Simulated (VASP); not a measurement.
# ReS: single point with PBEsol

The system is ReS.

```
Re S
1.0
     3.53391    0.00000    0.00000
    -1.76696    3.06046    0.00000
     0.00000    0.00000    5.34614
Re S
2 2
Direct
  0.00000 0.00000 0.00000
  0.00000 0.00000 0.50000
  0.33333 0.66667 0.25000
  0.66667 0.33333 0.75000
```

The cell comes from a database or a generator and needn't be the stable form of this composition.

| Item | Value |
| --- | --- |
| Program | VASP 6.6.1 |
| Task | single point |
| Functional | PBEsol |
| Potentials or basis | VASP PAW PBE potentials, release 64 (Re, S) |
| Cutoff | 520 eV |
| k mesh | 10 × 10 × 6 |
| Occupations | gaussian, width 0.05 eV |
| Spin | collinear spin, typed start |
| Starting moments | [2.0, 2.0, 0.0, 0.0] μB |

The pressure is 1.8 GPa and the band gap on the k mesh is none (metal or under the smearing width). The net moment is 0.00 μB per cell. The valence electrons inside the program's atomic spheres are Re 6.16; S 3.64.

Levels at points of the mesh, in eV from the Fermi level:
Spin up:
| k point | band 10 | band 11 | band 12 | band 13 | band 14 | band 15 | band 16 | band 17 |
| --- | --- | --- | --- | --- | --- | --- | --- | --- |
| (0.00, 0.00, 0.00) | -3.20 | -2.53 | -2.47 | -2.47 | 0.92 | 0.92 | 2.25 | 2.97 |
| (0.50, 0.00, 0.00) | -1.10 | -0.92 | -0.64 | -0.41 | 0.91 | 0.93 | 2.02 | 3.76 |
| (0.00, 0.00, 0.50) | -2.02 | -2.02 | -2.02 | -1.71 | -1.71 | 2.22 | 2.22 | 2.22 |
| (0.50, 0.00, 0.50) | -2.76 | -0.15 | -0.15 | -0.14 | -0.14 | 1.50 | 1.50 | 2.63 |
Spin down:
```csv
k point,band 9,band 10,band 11,band 12,band 13,band 14,band 15,band 16,band 17,band 18
"(0.00, 0.00, 0.00)",-3.20,-3.20,-2.53,-2.47,-2.47,0.93,0.93,2.25,2.97,4.57
"(0.50, 0.00, 0.00)",-4.87,-1.10,-0.92,-0.64,-0.41,0.91,0.93,2.02,3.76,4.34
"(0.00, 0.00, 0.50)",-2.02,-2.02,-2.02,-2.02,-1.71,-1.71,2.22,2.22,2.22,2.22
"(0.50, 0.00, 0.50)",-2.76,-2.76,-0.15,-0.15,-0.14,-0.14,1.50,1.50,2.63,2.63
```

Wall time 2.8 min on 1 thread of Intel(R) Xeon(R) Platinum 8259CL CPU @ 2.50GHz (Skylake/Cascade Lake) (shared host), peak memory 0.27 GiB.

Caveat: the PAW data sets were made with another functional, which shifts forces and pressure a little. The run has no spin-orbit coupling, so splittings on Re are missing.
